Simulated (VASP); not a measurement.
Output of a VASP run:

File OSZICAR:
```
       N       E                     dE             d eps       ncg     rms          rms(c)
DAV:   1     0.186917087633E+02    0.18692E+02   -0.29225E+03   328   0.618E+02
DAV:   2    -0.841672210157E+01   -0.27108E+02   -0.25850E+02   440   0.966E+01
DAV:   3    -0.939500298002E+01   -0.97828E+00   -0.97828E+00   400   0.250E+01
DAV:   4    -0.940012740600E+01   -0.51244E-02   -0.51244E-02   520   0.203E+00
DAV:   5    -0.940013087873E+01   -0.34727E-05   -0.34727E-05   392   0.541E-02    0.369E+00
DAV:   6    -0.895314335491E+01    0.44699E+00   -0.12869E+00   328   0.529E+00    0.277E+00
DAV:   7    -0.891348570186E+01    0.39658E-01   -0.23428E-01   392   0.240E+00    0.201E+00
DAV:   8    -0.891513684792E+01   -0.16511E-02   -0.11912E-02   344   0.946E-01    0.846E-01
DAV:   9    -0.891475033908E+01    0.38651E-03   -0.90129E-04   464   0.203E-01    0.335E-01
DAV:  10    -0.891486377485E+01   -0.11344E-03   -0.23039E-04   344   0.956E-02    0.169E-02
DAV:  11    -0.891487193222E+01   -0.81574E-05   -0.11642E-05   408   0.219E-02    0.443E-02
DAV:  12    -0.891487164537E+01    0.28686E-06   -0.17392E-06   424   0.769E-03
   1 F= -.89148716E+01 E0= -.89148716E+01  d E =-.891487E+01
       N       E                     dE             d eps       ncg     rms          rms(c)
DAV:   1    -0.892907138342E+01   -0.14199E-01   -0.23862E-01   320   0.312E+00    0.785E-01
DAV:   2    -0.891814000472E+01    0.10931E-01   -0.34906E-02   336   0.945E-01    0.254E-01
DAV:   3    -0.891715356356E+01    0.98644E-03   -0.56940E-03   368   0.412E-01    0.183E-01
DAV:   4    -0.891713630432E+01    0.17259E-04   -0.41257E-05   424   0.566E-02    0.157E-01
DAV:   5    -0.891711281237E+01    0.23492E-04   -0.40965E-05   320   0.465E-02    0.173E-02
DAV:   6    -0.891711141196E+01    0.14004E-05   -0.79574E-07   248   0.819E-03    0.947E-03
DAV:   7    -0.891711143085E+01   -0.18898E-07   -0.10371E-07   168   0.294E-03
   2 F= -.89171114E+01 E0= -.89171114E+01  d E =-.223979E-02
       N       E                     dE             d eps       ncg     rms          rms(c)
DAV:   1    -0.891741000525E+01   -0.29859E-03   -0.46557E-03   320   0.434E-01    0.107E-01
DAV:   2    -0.891719696069E+01    0.21304E-03   -0.69008E-04   336   0.133E-01    0.346E-02
DAV:   3    -0.891717653601E+01    0.20425E-04   -0.11154E-04   360   0.575E-02    0.242E-02
DAV:   4    -0.891717560468E+01    0.93133E-06   -0.78628E-07   296   0.799E-03
   3 F= -.89171756E+01 E0= -.89171756E+01  d E =-.230396E-02
```

OUTCAR:
```
------------------------ aborting loop because EDIFF is reached ----------------------------------------
  FORCE on cell =-STRESS in cart. coord.  units (eV):
  Direction    XX          YY          ZZ          XY          YZ          ZX
  --------------------------------------------------------------------------------------
  Total        0.0014179      0.0014179      0.0014179     -0.0000000     -0.0000000     -0.0000000
  in kB        0.0504010      0.0504010      0.0504010     -0.0000000     -0.0000000     -0.0000000
  external PRESSURE =       0.0504010 kB  Pullay stress =       0.0000000 kB
  volume of cell :       45.07
      direct lattice vectors                 reciprocal lattice vectors
     0.000000000  2.824659587  2.824659587    -0.177012480  0.177012480  0.177012480
     2.824659587 -0.000000000  2.824659587     0.177012480 -0.177012480  0.177012480
     2.824659587  2.824659587 -0.000000000     0.177012480  0.177012480 -0.177012480
 POSITION                                       TOTAL-FORCE (eV/Angst)
 -----------------------------------------------------------------------------------
      0.00000     -0.00000      0.00000         0.000000      0.000000      0.000000
      1.41233      1.41233      1.41233        -0.000000     -0.000000     -0.000000
 -----------------------------------------------------------------------------------
    total drift:                                0.000000      0.000000      0.000000
  FREE ENERGIE OF THE ION-ELECTRON SYSTEM (eV)
  ---------------------------------------------------
  free  energy   TOTEN  =        -8.9171756047 eV

  energy  without entropy=       -8.9171756047  energy(sigma->0) =       -8.91717560

 reached required accuracy - stopping structural energy minimisation
```
(Selected blocks of OUTCAR.)

### POSCAR
```
MgS
1
    0.0000000000     2.8405630000     2.8405630000
    2.8405630000     0.0000000000     2.8405630000
    2.8405630000     2.8405630000     0.0000000000
Mg S
1 1
Direct
  0.0000000000   0.0000000000   0.0000000000
  0.2500000000   0.2500000000   0.2500000000
```

Question: Write an INCAR and KPOINTS that could have produced this output.

Answer: Several could match; the one computed here: the input of the run itself, PBEsol GGA, plane waves, VASP's PBE PAW potentials (set 64).

KPOINTS:
```
Regular mesh
0
Gamma
7 7 7
```

**INCAR**
```
# general
SYSTEM = MgS
PREC   = Accurate
ENCUT  = 400   # plane-wave cut-off (eV)
LREAL  = F   # projection in real space or not
LASPH  = T   # aspherical one-centre terms

# electronic loop
EDIFF  = 1E-6   # SCF stop (eV)
NELM   = 100   # most electronic steps
ALGO   = Normal   # blocked Davidson

# smearing
ISMEAR = 0
SIGMA  = 0.05

# functional
GGA    = PS   # PBEsol

# ions
IBRION = 2   # conjugate gradients
NSW    = 60
ISIF   = 3
EDIFFG = -0.01

# output
LWAVE  = F
LCHARG = F
```

POTCAR, in this order: Mg S (PBE.64 set). Program: vasp_std.

The structure was generated: MgS was put into the zinc blende type (F-43m), which need not be its known phase. This run relaxes it. Symmetry was kept, so distortions that lower it aren't found.
